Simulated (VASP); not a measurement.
A convergence study with VASP on Ir (fcc): one setting is varied, all else stays as given below, so the limit is that of these other settings. Each run relaxes cell and ions from the cell shown. The basis is that of the starting cell, so low cut-offs carry a Pulay error.

```xyz
1
Lattice="0.0000 1.9200 1.9200 1.9200 0.0000 1.9200 1.9200 1.9200 0.0000" Properties=species:S:1:pos:R:3 pbc="T T T"
Ir     0.0000     0.0000     0.0000
```

Computed with PBEsol GGA, VASP's PBE PAW potentials (set 64) (plane waves; VASP). The tightest run used: 700 eV cut-off, 14×14×14 Γ-centred mesh, first-order Methfessel-Paxton smearing of 0.10 eV, potentials Ir.

```tsv
setting	relaxed volume (Å³/atom)	E (eV/atom)	plane waves
ENCUT = 200	13.832	-9.8059	99
ENCUT = 250	14.081	-9.8193	138
ENCUT = 300	14.062	-9.8114	174
```

Task: These are the cheaper rows. Estimate the results at ENCUT = 700, and how far the last row shown lies from them.

Result: 
| quantity | tightest run | last row shown is off by |
|---|---|---|
| relaxed volume (Å³/atom) | 14.092 | -0.030 |
| E (eV/atom) | -9.8083 | -0.0031 |

Left out are rungs that failed or repeat a setting and relaxations that didn't move; long series are thinned to 24 rows.

The compound is Ir in the fcc structure.
